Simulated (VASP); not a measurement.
Output of a VASP run:

OSZICAR:
```
       N       E                     dE             d eps       ncg     rms          rms(c)
DAV:   1     0.444511313291E+02    0.44451E+02   -0.71306E+03  1592   0.986E+02
DAV:   2    -0.396119041711E+02   -0.84063E+02   -0.76801E+02  2260   0.217E+02
DAV:   3    -0.436562208309E+02   -0.40443E+01   -0.40116E+01  1928   0.489E+01
DAV:   4    -0.437113584124E+02   -0.55138E-01   -0.55073E-01  2024   0.673E+00
DAV:   5    -0.437126652879E+02   -0.13069E-02   -0.13065E-02  1980   0.993E-01    0.992E+00
DAV:   6    -0.412063150776E+02    0.25064E+01   -0.24574E+00  1872   0.109E+01    0.571E+00
DAV:   7    -0.403826410251E+02    0.82367E+00   -0.28140E+00  1784   0.117E+01    0.157E+00
DAV:   8    -0.403865835557E+02   -0.39425E-02   -0.97588E-02  1760   0.230E+00    0.242E-01
DAV:   9    -0.403852700882E+02    0.13135E-02   -0.32625E-03  1884   0.450E-01    0.116E-01
DAV:  10    -0.403852817329E+02   -0.11645E-04   -0.75165E-04  1928   0.187E-01    0.627E-02
DAV:  11    -0.403852828033E+02   -0.10704E-05   -0.22855E-05  2008   0.376E-02    0.838E-03
DAV:  12    -0.403852841192E+02   -0.13159E-05   -0.25309E-06  1944   0.120E-02    0.516E-03
DAV:  13    -0.403852840351E+02    0.84079E-07   -0.45890E-07  1328   0.550E-03
   1 F= -.40385284E+02 E0= -.40385254E+02  d E =-.592553E-04
```

OUTCAR:
```
------------------------ aborting loop because EDIFF is reached ----------------------------------------
  FORCE on cell =-STRESS in cart. coord.  units (eV):
  Direction    XX          YY          ZZ          XY          YZ          ZX
  --------------------------------------------------------------------------------------
  Total        3.2369708      3.2369725     -0.7464639      0.0000000      0.0000000      0.0000000
  in kB      126.2853439    126.2854122    -29.1221179      0.0000000      0.0000000      0.0000000
  external PRESSURE =      74.4828794 kB  Pullay stress =       0.0000000 kB
  volume of cell :       41.07
      direct lattice vectors                 reciprocal lattice vectors
     1.208526000  0.697743000  8.116965000     0.413727135  0.238865408  0.041066252
    -1.208526000  0.697743000  8.116965000    -0.413727135  0.238865408  0.041066252
     0.000000000 -1.395486000  8.116965000     0.000000000 -0.477730817  0.041066252
 POSITION                                       TOTAL-FORCE (eV/Angst)
 -----------------------------------------------------------------------------------
      0.00000      0.00000     22.22823         0.000000     -0.000000     -0.002364
      0.00000      0.00000      2.12267         0.000000     -0.000000      0.002364
      0.00000      0.00000      5.99405         0.000000      0.000000      0.004908
      0.00000      0.00000     18.35685         0.000000     -0.000000     -0.004908
 -----------------------------------------------------------------------------------
    total drift:                                0.000000      0.000000     -0.000000
  FREE ENERGIE OF THE ION-ELECTRON SYSTEM (eV)
  ---------------------------------------------------
  free  energy   TOTEN  =       -40.3852840351 eV

  energy  without entropy=      -40.3852247798  energy(sigma->0) =      -40.38525441
```
(Selected blocks of OUTCAR.)

**POSCAR**
```
C
1
    1.2085260000     0.6977430000     8.1169650000
   -1.2085260000     0.6977430000     8.1169650000
    0.0000000000    -1.3954860000     8.1169650000
C
4
Direct
  0.9128300000   0.9128300000   0.9128300000
  0.0871700000   0.0871700000   0.0871700000
  0.2461530000   0.2461530000   0.2461530000
  0.7538470000   0.7538470000   0.7538470000
```

**Question.** Write an INCAR and KPOINTS that could have produced this output.

**Answer.** This is not unique; one that fits is the input of the run itself, LDA (Ceperley-Alder, Perdew-Zunger), plane waves, VASP's LDA PAW potentials (set 64).

INCAR:
```
SYSTEM = C
PREC = Accurate
ENCUT = 400
EDIFF = 1E-6
NELM = 100
ALGO = Normal
LREAL = .FALSE.
LASPH = .TRUE.
ISMEAR = -1
SIGMA = 0.1
LWAVE = .FALSE.
LCHARG = .FALSE.
ISIF = 2
```

File KPOINTS:
```
Automatic
0
G
8 8 8
```

POTCAR, in this order: C (LDA.64 set). Program: vasp_std.

At this cut-off the stress carries a Pulay error, which pulls relaxed volumes low.

The structure comes from a computed database's C entry; how it stands against other phases isn't given here. The cell was not relaxed at this level, and its volume differs by -5.9 % from the start's.
